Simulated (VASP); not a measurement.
# What goes wrong when MgO is relaxed with a bad input, part 2 of 2

Aim: see how common mistakes in a VASP relaxation show up, on MgO. The starting structure is a cell with measured lattice constants from the literature and the atomic positions of a Crystallography Open Database entry. The first relaxation on each setting starts from this cell expanded by 3 % in volume.

VASP 6.6.1.

Results so far: reference 9.32 Å³ an atom; a smearing far too wide 9.35 Å³ an atom; a leftover external pressure of 100 kbar 8.82 Å³ an atom.

## Step 5: Relaxation with low precision and a small cutoff (continued)

Level of this step: PBEsol; plane waves and PAW (Mg, O) (VASP).

From OUTCAR (step 5):

```text
  Total        0.0017623      0.0017623      0.0017623      0.0000000      0.0000000      0.0000000
  in kB        0.1658195      0.1658195      0.1658195      0.0000000      0.0000000      0.0000000
  external PRESSURE =       0.1658195 kB  Pullay stress =       0.0000000 kB

 POSITION                                       TOTAL-FORCE (eV/Angst)
 -----------------------------------------------------------------------------------
      0.00000     -0.00000      0.00000        -0.000000     -0.000000     -0.000000
      2.04194      2.04194      2.04194         0.000000      0.000000      0.000000
 -----------------------------------------------------------------------------------
    total drift:                                0.000000      0.000000      0.000000

  FREE ENERGIE OF THE ION-ELECTRON SYSTEM (eV)
  ---------------------------------------------------
  free  energy   TOTEN  =       -12.8641386409 eV

  energy  without entropy=      -12.8641386409  energy(sigma->0) =      -12.86413864

[... 2 parts as in an earlier step ...]

[... 2 further parts left out ...]
[key lines of the parts left out:]
E-fermi :   3.9379
```

With low precision and a small cutoff the cell ends at 8.514 Å³ an atom, -8.70 % from the reference.

## Step 6: Relaxation with a loose energy criterion for the relaxation

A slip made on purpose: a loose energy criterion for the relaxation. Against step 2 the input has EDIFFG = 0.1 (also changed: NELM).

INCAR reads:

```
SYSTEM = MgO
PREC = Accurate
ENCUT = 520
EDIFF = 1E-06
NELM = 60
ISMEAR = 0
SIGMA = 0.03
LREAL = .FALSE.
ALGO = Normal
GGA = PS
NBANDS = 10
LORBIT = 11
LWAVE = .FALSE.
LCHARG = .FALSE.
KPAR = 4
IBRION = 2
NSW = 50
ISIF = 3
EDIFFG = 0.1
```

POSCAR reads:

```
MgO
1.0
    0.0000000000      2.1272568020      2.1272568020
    2.1272568020      0.0000000000      2.1272568020
    2.1272568020      2.1272568020      0.0000000000
Mg O
1 1
Direct
    0.0000000000      0.0000000000      0.0000000000
    0.5000000000      0.5000000000      0.5000000000
```

KPOINTS reads:

```
Automatic mesh
0
Gamma
8 8 8
0 0 0
```

PAW data sets: Mg and O (PBE family, release 64).

On the command line:

```console
> mpirun -np 4 vasp_std
```

Output:

```text
[... set-up lines as in an earlier step ...]
 entering main loop
       N       E                     dE             d eps       ncg     rms          rms(c)
[... 11 cycles as in an earlier step ...]
   1 F= -.12504044E+02 E0= -.12504044E+02  d E =-.125040E+02
[...]
N       E                     dE             d eps       ncg     rms          rms(c)
DAV:   1    -0.126089165952E+02   -0.10487E+00   -0.19176E+00   596   0.120E+01    0.234E+00
DAV:   2    -0.125135911235E+02    0.95325E-01   -0.60744E-01   600   0.485E+00    0.246E-01
DAV:   3    -0.125127704931E+02    0.82063E-03   -0.70198E-03   602   0.842E-01    0.141E-01
DAV:   4    -0.125123297007E+02    0.44079E-03   -0.53840E-04   604   0.201E-01    0.415E-02
DAV:   5    -0.125123182009E+02    0.11500E-04   -0.89045E-05   610   0.626E-02    0.863E-03
DAV:   6    -0.125123175893E+02    0.61159E-06   -0.13934E-06   342   0.867E-03
   2 F= -.12512318E+02 E0= -.12512318E+02  d E =-.827329E-02
 trial-energy change:   -0.008273  1 .order   -0.008006   -0.024041    0.008030
 step:   0.7588(harm=  0.7496)  dis= 0.00000  next Energy=   -12.513282 (dE=-0.924E-02)
[...]
N       E                     dE             d eps       ncg     rms          rms(c)
DAV:   1    -0.125189317138E+02   -0.66135E-02   -0.11106E-01   598   0.285E+00    0.565E-01
DAV:   2    -0.125133665986E+02    0.55651E-02   -0.35987E-02   606   0.118E+00    0.561E-02
DAV:   3    -0.125133243099E+02    0.42289E-04   -0.38667E-04   602   0.195E-01    0.321E-02
DAV:   4    -0.125132971618E+02    0.27148E-04   -0.30395E-05   612   0.487E-02    0.991E-03
DAV:   5    -0.125132954194E+02    0.17425E-05   -0.50930E-06   572   0.148E-02    0.203E-03
DAV:   6    -0.125132954775E+02   -0.58179E-07   -0.91341E-08   306   0.214E-03
   3 F= -.12513295E+02 E0= -.12513295E+02  d E =-.925118E-02
[...]
reached required accuracy - stopping structural energy minimisation
```

Run time: 3.4 s. Hardware: 4 MPI ranks of Intel Xeon 6975P-C (Granite Rapids), shared host; peak memory 0.55 GiB; 8.8 s of CPU time.

From OUTCAR (step 6):

```text
  Total        0.0006542      0.0006542      0.0006542      0.0000000      0.0000000      0.0000000
  in kB        0.0562003      0.0562003      0.0562003      0.0000000      0.0000000      0.0000000
  external PRESSURE =       0.0562003 kB  Pullay stress =       0.0000000 kB

 POSITION                                       TOTAL-FORCE (eV/Angst)
 -----------------------------------------------------------------------------------
      0.00000      0.00000      0.00000        -0.000000     -0.000000     -0.000000
      2.10481      2.10481      2.10481         0.000000      0.000000      0.000000
 -----------------------------------------------------------------------------------
    total drift:                               -0.000000     -0.000000      0.000000

  FREE ENERGIE OF THE ION-ELECTRON SYSTEM (eV)
  ---------------------------------------------------
  free  energy   TOTEN  =       -12.5132954775 eV

  energy  without entropy=      -12.5132954775  energy(sigma->0) =      -12.51329548

[... 3 parts as in an earlier step ...]

[... 1 further part left out ...]
[key lines of the parts left out:]
E-fermi :   3.2607
```

With a loose energy criterion for the relaxation the cell ends at 9.325 Å³ an atom, +0.00 % from the reference.

## Step 7: The runs compared

| run | volume (Å³/atom) | change (%) | bulk modulus (GPa) | pressure left (GPa) | core minutes |
| --- | --- | --- | --- | --- | --- |
| reference | 9.325 | - | 161.3 | 0.0 | 0.32 |
| a smearing far too wide | 9.351 | 0.28 | 156.2 | 0.01 | 0.267 |
| a leftover external pressure of 100 kbar | 8.821 | -5.4 | - | 9.98 | 0.227 |
| low precision and a small cutoff | 8.514 | -8.7 | - | 0.02 | 0.107 |
| a loose energy criterion for the relaxation | 9.325 | 0.0 | - | 0.01 | 0.227 |

Core minutes are wall time times ranks, summed over the relaxations behind a row (those for a bulk modulus apart), on shared hosts.

## Step 8: Results

| Item | Value |
| --- | --- |
| volume of the reference | 9.325 Å³/atom |
| volume against the reference, a smearing far too wide | +0.28 % |
| volume against the reference, a leftover external pressure of 100 kbar | -5.40 % |
| volume against the reference, low precision and a small cutoff | -8.70 % |
| volume against the reference, a loose energy criterion for the relaxation | +0.00 % |

**Reading.** Finished, but with signs in the output that stand out against the reference: a smearing far too wide, with the volume changed by +0.3 % (signs: a large entropy term in the energy); a leftover external pressure of 100 kbar, with the volume changed by -5.4 % (signs: the Pulay stress that OUTCAR prints, which here is the typed pressure); low precision and a small cutoff, with the volume changed by -8.7 % (signs: a warning on the charge density, -31.5 GPa at the first ionic step (of the first relaxations, not shown; reference: -4.8 GPa) and an energy that rises by up to 0.1 eV an atom on the way). Little came of a loose energy criterion for the relaxation in this material. The reference was restarted once and the runs with a slip weren't, so their cells may not have settled fully. Further runs on this material are not shown.

[Lines on the potential files, build, host, timing and source positions are cut from VASP's logs without a mark.]

[Logs are printed without paths, hosts, clocks, repeated set-up lines and the standing remarks that a program may print on its own settings, such as how far it seeks lower states.]

[Hosts, paths, dates, database ids (printed as entryN), source tags and the programs' standing remarks are cut or masked in the printed files.]
